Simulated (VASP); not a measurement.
## Sr3SbP: single point with LDA

Crystal: Sr3SbP.

```xyz
5
Lattice="5.7400 0.0000 0.0000 0.0000 5.8261 0.0000 0.0000 0.0000 5.7400" Properties=species:S:1:pos:R:3 pbc="T T T"
Sr    0.0000    2.9131    2.8700
Sr    2.8700    0.0000    2.8700
Sr    2.8700    2.9131    0.0000
Sb    0.0000    0.0000    0.0000
P     2.8700    2.9131    2.8700
```

The cell comes from a database or a generator and needn't be the stable form of this composition.

The cell isn't the ideal one: strain +0.0150 x Voigt [0, 1, 0, 0, 0, 0], atoms carried along.

| Property | Result |
| --- | --- |
| Program | VASP 6.6.1 |
| Task | single point |
| Functional | LDA |
| Potentials or basis | VASP PAW LDA potentials, release 64 (Sr_sv, Sb, P) |
| Cutoff | 520 eV |
| k mesh | 6 × 6 × 6 |
| Occupations | gaussian, width 0.03 eV |
| Spin | no spin polarisation |
| Dipole correction | no |
| Further INCAR settings | ALGO = Fast; EDIFF = 1e-06; NBANDS = 28 |

The pressure is -2.7 GPa and the band gap on the k mesh is 0.12 eV, direct.

Stress tensor (GPa, compression positive):
```
-2.35  0.00  0.00
 0.00 -3.39  0.00
 0.00  0.00 -2.35
```

Levels at points of the mesh, in eV from the valence-band top:
| k point | band 16 | band 17 | band 18 | band 19 | band 20 | band 21 | band 22 | band 23 | band 24 | band 25 |
| --- | --- | --- | --- | --- | --- | --- | --- | --- | --- | --- |
| (0.00, 0.00, 0.00) | -1.13 | -1.13 | -0.04 | 0.00 | 0.00 | 0.12 | 0.60 | 0.66 | 1.01 | 1.01 |
| (0.50, 0.00, 0.00) | -2.03 | -1.22 | -1.13 | -0.82 | -0.77 | 1.33 | 1.36 | 1.61 | 2.68 | 2.70 |
| (0.00, 0.50, 0.00) | -2.04 | -1.11 | -1.11 | -0.77 | -0.77 | 1.30 | 1.42 | 1.61 | 2.55 | 2.73 |
| (0.50, 0.50, 0.00) | -2.83 | -1.35 | -1.13 | -1.13 | -0.83 | 1.65 | 1.96 | 1.98 | 2.22 | 2.68 |
| (0.50, 0.00, 0.50) | -2.83 | -1.45 | -1.13 | -1.13 | -0.87 | 1.67 | 1.94 | 1.94 | 2.18 | 2.75 |
| (0.50, 0.50, 0.50) | -2.79 | -2.79 | -1.16 | -1.16 | -1.15 | 1.82 | 1.82 | 1.92 | 2.46 | 2.96 |

Wall time 2.5 min on 1 thread of Intel(R) Xeon(R) 6975P-C (Granite Rapids) (shared host), peak memory 0.38 GiB.

Caveat: spin-orbit coupling is left out, which moves the levels of the heavy elements.
